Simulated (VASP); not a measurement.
Method: LDA (Ceperley-Alder, Perdew-Zunger), VASP's LDA PAW potentials (set 64) (plane waves; VASP).

Input for VASP

**INCAR**
```
ALGO = Normal
EDIFF = 1E-6
EDIFFG = -0.02
ENCUT = 500
IBRION = 2
ISIF = 3
ISMEAR = 0
LASPH = .True.
LCHARG = .False.
LMAXMIX = 4
LREAL = .False.
LWAVE = .False.
NELM = 100
NSW = 40
PREC = Accurate
PSTRESS = 200
SIGMA = 0.05
SYSTEM = CdGeAs2
```

### POSCAR
```
CdGeAs2
1
   -2.7861335596     2.7861335596     5.1589480959
    2.7861335596    -2.7861335596     5.1589480959
    2.7861335596     2.7861335596    -5.1589480959
Cd Ge As
2 2 4
Direct
  0.0000000000   0.0000000000   0.0000000000
  0.7500000000   0.2500000000   0.5000000000
  0.5000000000   0.5000000000   0.0000000000
  0.2500000000   0.7500000000   0.5000000000
  0.8750000000   0.8521906669   0.4771906669
  0.1478093331   0.6250000000   0.0228093331
  0.3750000000   0.3978093331   0.5228093331
  0.6021906669   0.1250000000   0.9771906669
```

**KPOINTS**
```
Automatic mesh
0
Gamma
 6 6 6
```

POTCAR, in this order: Cd Ge_d As (LDA.64 set). Program: vasp_std.

Output

**OSZICAR**
```
       N       E                     dE             d eps       ncg     rms          rms(c)
DAV:   1     0.744347564544E+03    0.74435E+03   -0.33381E+04  3268   0.294E+03
DAV:   2     0.840738538831E+02   -0.66027E+03   -0.64299E+03  2580   0.860E+02
DAV:   3    -0.281710881036E+02   -0.11224E+03   -0.11042E+03  2860   0.196E+02
DAV:   4    -0.349359896448E+02   -0.67649E+01   -0.67348E+01  3144   0.550E+01
DAV:   5    -0.350708476469E+02   -0.13486E+00   -0.13472E+00  2919   0.816E+00    0.148E+01
DAV:   6    -0.337899591078E+02    0.12809E+01   -0.25268E+00  3002   0.150E+01    0.106E+01
DAV:   7    -0.335926387790E+02    0.19732E+00   -0.15104E+00  2911   0.517E+00    0.341E+00
DAV:   8    -0.335792938212E+02    0.13345E-01   -0.20103E-01  2900   0.409E+00    0.819E-01
DAV:   9    -0.335769651249E+02    0.23287E-02   -0.22137E-02  3023   0.157E+00    0.215E-01
DAV:  10    -0.335765196623E+02    0.44546E-03   -0.25941E-03  3137   0.318E-01    0.611E-02
DAV:  11    -0.335765278165E+02   -0.81542E-05   -0.60130E-04  2844   0.177E-01    0.576E-02
DAV:  12    -0.335765153939E+02    0.12423E-04   -0.18333E-04  2699   0.126E-01    0.186E-02
DAV:  13    -0.335765155541E+02   -0.16019E-06   -0.84891E-06  2727   0.205E-02
   1 F= -.13580456E+02 E0= -.13580456E+02  d E =-.135805E+02
       N       E                     dE             d eps       ncg     rms          rms(c)
DAV:   1    -0.336285143836E+02   -0.51999E-01   -0.10760E-01  3153   0.313E+00    0.402E-01
DAV:   2    -0.336255409025E+02    0.29735E-02   -0.10149E-02  3140   0.116E+00    0.217E-01
DAV:   3    -0.336249751282E+02    0.56577E-03   -0.11664E-03  3330   0.317E-01    0.155E-01
DAV:   4    -0.336248152763E+02    0.15985E-03   -0.26607E-04  3344   0.139E-01    0.286E-02
DAV:   5    -0.336248063763E+02    0.89000E-05   -0.71476E-05  2975   0.876E-02    0.124E-02
DAV:   6    -0.336248063907E+02   -0.14434E-07   -0.10057E-05  2982   0.216E-02    0.687E-03
DAV:   7    -0.336248062696E+02    0.12114E-06   -0.12448E-06  1496   0.111E-02
   2 F= -.13581285E+02 E0= -.13581285E+02  d E =-.828897E-03
       N       E                     dE             d eps       ncg     rms          rms(c)
DAV:   1    -0.336213349064E+02    0.34715E-02   -0.58028E-04  3161   0.228E-01    0.298E-02
DAV:   2    -0.336213186444E+02    0.16262E-04   -0.55500E-05  3180   0.873E-02    0.155E-02
DAV:   3    -0.336213155788E+02    0.30656E-05   -0.63368E-06  2567   0.240E-02    0.107E-02
DAV:   4    -0.336213147377E+02    0.84106E-06   -0.15915E-06  1683   0.103E-02
   3 F= -.13581289E+02 E0= -.13581289E+02  d E =-.833221E-03
       N       E                     dE             d eps       ncg     rms          rms(c)
DAV:   1    -0.335802250610E+02    0.41091E-01   -0.86939E-02  3203   0.296E+00    0.422E-01
DAV:   2    -0.335775642689E+02    0.26608E-02   -0.90345E-03  3078   0.113E+00    0.167E-01
DAV:   3    -0.335770392595E+02    0.52501E-03   -0.11242E-03  3181   0.301E-01    0.111E-01
DAV:   4    -0.335769097881E+02    0.12947E-03   -0.30247E-04  3143   0.161E-01    0.335E-02
DAV:   5    -0.335768998610E+02    0.99271E-05   -0.67605E-05  2973   0.881E-02    0.112E-02
DAV:   6    -0.335768999663E+02   -0.10537E-06   -0.10333E-05  2536   0.191E-02    0.617E-03
DAV:   7    -0.335768997940E+02    0.17229E-06   -0.15652E-06  1404   0.122E-02
   4 F= -.13581403E+02 E0= -.13581403E+02  d E =-.114320E-03
       N       E                     dE             d eps       ncg     rms          rms(c)
DAV:   1    -0.335959085201E+02   -0.19009E-01   -0.14789E-02  3200   0.123E+00    0.176E-01
DAV:   2    -0.335954558833E+02    0.45264E-03   -0.15365E-03  3072   0.466E-01    0.687E-02
DAV:   3    -0.335953671299E+02    0.88753E-04   -0.19181E-04  3173   0.125E-01    0.460E-02
DAV:   4    -0.335953449346E+02    0.22195E-04   -0.50294E-05  3128   0.657E-02    0.137E-02
DAV:   5    -0.335953432836E+02    0.16510E-05   -0.11629E-05  2761   0.365E-02    0.454E-03
DAV:   6    -0.335953432740E+02    0.95915E-08   -0.15888E-06  1540   0.827E-03
   5 F= -.13581510E+02 E0= -.13581510E+02  d E =-.220721E-03
```

### OUTCAR
```
------------------------ aborting loop because EDIFF is reached ----------------------------------------
  FORCE on cell =-STRESS in cart. coord.  units (eV):
  Direction    XX          YY          ZZ          XY          YZ          ZX
  --------------------------------------------------------------------------------------
  Total       20.0717493     20.0717493     19.9240729      0.0000000     -0.0000000      0.0000000
  in kB      200.5787577    200.5787577    199.1030143      0.0000000     -0.0000000      0.0000000
  external PRESSURE =       0.0868432 kB  Pullay stress =     200.0000000 kB
  volume of cell :      160.33
      direct lattice vectors                 reciprocal lattice vectors
    -2.788473377  2.788473377  5.154871858     0.000000000  0.179309584  0.096995622
     2.788473377 -2.788473377  5.154871858     0.179309584  0.000000000  0.096995622
     2.788473377  2.788473377 -5.154871858     0.179309584  0.179309584  0.000000000
 POSITION                                       TOTAL-FORCE (eV/Angst)
 -----------------------------------------------------------------------------------
     -0.00000      0.00000      0.00000         0.000000     -0.000000      0.000000
      0.00000      2.78847      2.57744         0.000000     -0.000000      0.000000
      0.00000      0.00000      5.15487         0.000000     -0.000000     -0.000000
      2.78847      0.00000      2.57744         0.000000     -0.000000     -0.000000
      1.26169      1.39424      6.44359         0.006914     -0.000000      0.000000
      1.39424     -1.26169      3.86615         0.000000     -0.006914     -0.000000
      1.52679      1.39424      1.28872        -0.006914     -0.000000     -0.000000
      1.39424      4.05016     -1.28872         0.000000      0.006914      0.000000
 -----------------------------------------------------------------------------------
    total drift:                                0.000003      0.000003      0.000000
  FREE ENERGIE OF THE ION-ELECTRON SYSTEM (eV)
  ---------------------------------------------------
  free  energy   TOTEN  =       -33.5953432740 eV

  energy  without entropy=      -33.5953432740  energy(sigma->0) =      -33.59534327
  enthalpy is  TOTEN    =       -13.5815097362 eV   P V=       20.0138335379

 reached required accuracy - stopping structural energy minimisation
```
(Selected blocks of OUTCAR.)

**CONTCAR**
```
CdGeAs2
   1.00000000000000
    -2.7884733768638483    2.7884733768638483    5.1548718583279207
     2.7884733768638483   -2.7884733768638483    5.1548718583279207
     2.7884733768638483    2.7884733768638483   -5.1548718583279207
  Cd              Ge              As
     2     2     4
Direct
     0.0000000000000000    0.0000000000000000    0.0000000000000000
     0.7500000000000000    0.2500000000000000    0.5000000000000000
     0.5000000000000000    0.5000000000000000    0.0000000000000000
     0.2500000000000000    0.7500000000000000    0.5000000000000000
     0.8750000000000000    0.8512323851776724    0.4762323851776725
     0.1487676148223275    0.6250000000000000    0.0237676148223275
     0.3750000000000000    0.3987676148223275    0.5237676148223276
     0.6012323851776724    0.1250000000000000    0.9762323851776724
```

The compound is CdGeAs2 in the chalcopyrite structure. This run relaxes it under an external pressure of 20 GPa. Symmetry was kept, so distortions that lower it aren't found.
